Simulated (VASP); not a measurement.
Here is a VASP 6.6.1 calculation.

The input INCAR:

```
SYSTEM = SnC2
PREC     = Accurate       ! precision mode
ENCUT    = 520            ! plane-wave cutoff, eV
EDIFF    = 1E-7           ! SCF threshold, eV
ISMEAR   = 0              ! smearing method
SIGMA    = 0.1            ! smearing width, eV
LREAL    = .FALSE.        ! projectors in reciprocal space
LASPH    = .TRUE.         ! aspherical terms in the spheres
NELM     = 100            ! most SCF steps
ALGO     = Normal         ! electronic algorithm
ISIF     = 2              ! what is computed and relaxed
LWAVE    = .FALSE.        ! write WAVECAR
LCHARG   = .FALSE.        ! write CHGCAR
NBANDS   = 18             ! bands
```

File KPOINTS:

```
regular mesh
0
G
  8 8 8
  0 0 0
```

Contents of POSCAR:

```
SnC2
1.0
   -1.9706657144      1.9706657144      3.2327617929
    1.9706657144     -1.9706657144      3.2327617929
    1.9706657144      1.9706657144     -3.2327617929
Sn C
1 2
Direct
    0.0000000000      0.0000000000      0.0000000000
    0.5975894921      0.5975894921      0.0000000000
    0.4024105079      0.4024105079      0.0000000000
```

Potentials or basis: VASP PAW LDA potentials, release 64 (Sn_d, C).

Run with:

```console
$ cat potpaw_LDA.64/Sn_d/POTCAR potpaw_LDA.64/C/POTCAR > POTCAR
$ mpirun -np 1 vasp_std > vasp.out
```

**Question.** Estimate the band gap on the k mesh.

**Answer.** 0.26 eV, indirect (least direct gap 1.15 eV).

**Question.** What does it give for the largest force?

**Answer.** 0.050 eV/Å.

Forces in eV/Å, atoms in the order of the input:
```
Sn   0.000  0.000  0.000
C    0.000  0.000  0.050
C    0.000  0.000 -0.050
```

Caveat: spin-orbit coupling is left out, which moves the levels of the heavy elements. LDA gaps usually lie below the measured ones, often by a third to a half.
